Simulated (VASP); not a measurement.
Runs of VASP 6.6.1 on AlN. Symmetry: P6_3mc, No. 186, hexagonal system. Conventional cell: a = 3.113 Å, b = 3.113 Å, c = 4.981 Å, α = 90.00°, β = 90.00°, γ = 120.00°. Al (site symmetry 3m) has 4 N at 1.89 Å as nearest neighbours. Around N (site symmetry 3m) lie 4 Al at 1.89 Å. 

```tsv
task	cell	gap on the mesh (eV)	pressure (GPa)
relaxation of shape and atoms at fixed volume	relaxed at fixed volume from: a relaxed cell with its volume scaled by 1.06	(a)	-10.1
relaxation of shape and atoms at fixed volume	relaxed at fixed volume from: a relaxed cell with its volume scaled by 0.94	4.58	13.5
relaxation of cell and atoms	relaxed	4.06	0.0
relaxation of shape and atoms at fixed volume	relaxed at fixed volume from: a relaxed cell with its volume scaled by 0.91	4.85	22.0
```

Alike in all rows: level PBE; potentials or basis VASP PAW PBE potentials, release 64 (Al, N); no spin polarisation; k mesh 6 × 6 × 2; cutoff (eV) 520; smearing gaussian 0.02 eV; the mesh is coarse, so values aren't converged.

Fill in the values left out.

(a) 3.58.

Caveats: all runs use coarse meshes.

A k mesh can miss the band edges.
